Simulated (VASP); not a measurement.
A convergence study with VASP on In (bct): one setting is varied, all else stays as given below, so the limit is that of these other settings. Each run relaxes cell and ions from the cell shown. The basis is that of the starting cell, so low cut-offs carry a Pulay error.

```xyz
1
Lattice="-1.6250 1.6250 2.4750 1.6250 -1.6250 2.4750 1.6250 1.6250 -2.4750" Properties=species:S:1:pos:R:3 pbc="T T T"
In     0.0000     0.0000     0.0000
```

These are PBE GGA, VASP's PBE PAW potentials (set 64) (plane waves; VASP) values and carry that method's errors. The tightest run used: 700 eV cut-off, 14×14×14 Γ-centred mesh, first-order Methfessel-Paxton smearing of 0.10 eV, potentials In_d.

Task: The settings run are ENCUT = 200; ENCUT = 250; ENCUT = 300; ENCUT = 350; ENCUT = 400; ENCUT = 450; ENCUT = 500; ENCUT = 550; ENCUT = 600; ENCUT = 650; ENCUT = 700. From which on does the relaxed volume stay within 0.05 Å³/atom of the tightest run?

Result: From ENCUT = 450 on: it is off by 0.004 there and by no more than 0.05 in any finer run, while ENCUT = 400 is off by 0.127.
```json
[
 {"setting": "ENCUT = 200", "relaxed volume (Å³/atom)": "23.369", "E (eV/atom)": "-2.6120", "plane waves": "178", "difference judged (Å³/atom)": "4.067"},
 {"setting": "ENCUT = 250", "relaxed volume (Å³/atom)": "27.030", "E (eV/atom)": "-2.5590", "plane waves": "255", "difference judged (Å³/atom)": "0.406"},
 {"setting": "ENCUT = 300", "relaxed volume (Å³/atom)": "27.140", "E (eV/atom)": "-2.5581", "plane waves": "334", "difference judged (Å³/atom)": "0.296"},
 {"setting": "ENCUT = 350", "relaxed volume (Å³/atom)": "27.048", "E (eV/atom)": "-2.5567", "plane waves": "400", "difference judged (Å³/atom)": "0.388"},
 {"setting": "ENCUT = 400", "relaxed volume (Å³/atom)": "27.309", "E (eV/atom)": "-2.5605", "plane waves": "499", "difference judged (Å³/atom)": "0.127"},
 {"setting": "ENCUT = 450", "relaxed volume (Å³/atom)": "27.440", "E (eV/atom)": "-2.5617", "plane waves": "584", "difference judged (Å³/atom)": "0.004"},
 {"setting": "ENCUT = 500", "relaxed volume (Å³/atom)": "27.406", "E (eV/atom)": "-2.5611", "plane waves": "678", "difference judged (Å³/atom)": "0.030"},
 {"setting": "ENCUT = 550", "relaxed volume (Å³/atom)": "27.412", "E (eV/atom)": "-2.5608", "plane waves": "786", "difference judged (Å³/atom)": "0.024"},
 {"setting": "ENCUT = 600", "relaxed volume (Å³/atom)": "27.435", "E (eV/atom)": "-2.5612", "plane waves": "901", "difference judged (Å³/atom)": "0.001"},
 {"setting": "ENCUT = 650", "relaxed volume (Å³/atom)": "27.432", "E (eV/atom)": "-2.5615", "plane waves": "1014", "difference judged (Å³/atom)": "0.004"},
 {"setting": "ENCUT = 700", "relaxed volume (Å³/atom)": "27.436", "E (eV/atom)": "-2.5614", "plane waves": "1122", "difference judged (Å³/atom)": "0.000"}
]
```

Left out are rungs that failed or repeat a setting and relaxations that didn't move; long series are thinned to 24 rows.

The compound is In in the bct structure.
